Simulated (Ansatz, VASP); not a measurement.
# NbB2 in VASP and in Ansatz

Contents of INCAR:

```
SYSTEM = NbB2
PREC = Accurate
ENCUT = 520
EDIFF = 1E-7
ISMEAR = 0
SIGMA = 0.15
LREAL = .FALSE.
LASPH = .TRUE.
NELM = 100
ALGO = Normal
ISIF = 2
LWAVE = .FALSE.
LCHARG = .FALSE.
GGA = CA
NBANDS = 16
```

KPOINTS

```
regular mesh
0
G
  18 18 14
  0 0 0
```

Contents of POSCAR:

```
NbB2
1.0
    3.0719809748      0.0000000000      0.0000000000
   -1.5359904874      2.6604135641      0.0000000000
    0.0000000000      0.0000000000      3.1992886370
Nb B
1 2
Direct
    0.0000000000      0.0000000000      0.0000000000
    0.3333333333      0.6666666667      0.5000000000
    0.6666666667      0.3333333333      0.5000000000
```

Input for Ansatz:

```yaml
crystal:
  lattice:
    - [3.0719809748, 0.0, 0.0]
    - [-1.5359904874, 2.6604135641, 0.0]
    - [0.0, 0.0, 3.199288637]
  atoms:
    - { symbol: Nb, position: [0.0, 0.0, 0.0] }
    - { symbol: B, position: [0.3333333333, 0.6666666667, 0.5] }
    - { symbol: B, position: [0.6666666667, 0.3333333333, 0.5] }
basis:
  ecutwfc: 420
kpoints:
  mp_grid: { grid: [18, 18, 14] }
hamiltonian:
  xc: lda
scf:
  occupations: { method: gaussian, width: 0.15 }
output:
  forces: true
  stress: true
  eigenvalues: true
```

Change from the starting cell: strain +0.000 along x and y, -0.025 along z, atoms carried along.

Alike in both runs: task single point; functional LDA; k mesh 18 × 18 × 14; occupations gaussian, width 0.15 eV; no spin polarisation.

```csv
,VASP,Ansatz
version,VASP 6.6.1,Ansatz 0.2.0
potentials or method,"VASP PAW LDA potentials, release 64 (Nb_sv, B)","scalar-relativistic, plane waves, PAW"
plane-wave cutoff (eV),520,420
valence electrons in the cell,19,19
```

```tsv
	VASP	Ansatz	Ansatz less VASP
gap on the k mesh at the Fermi level (eV)	none	none	-
pressure (GPa)	8.1	8.0	-0.07
largest component of the traceless stress (GPa)	4.36	4.48	+0.121
```

A gap of «none» marks a metal or a gap that the smearing closes.
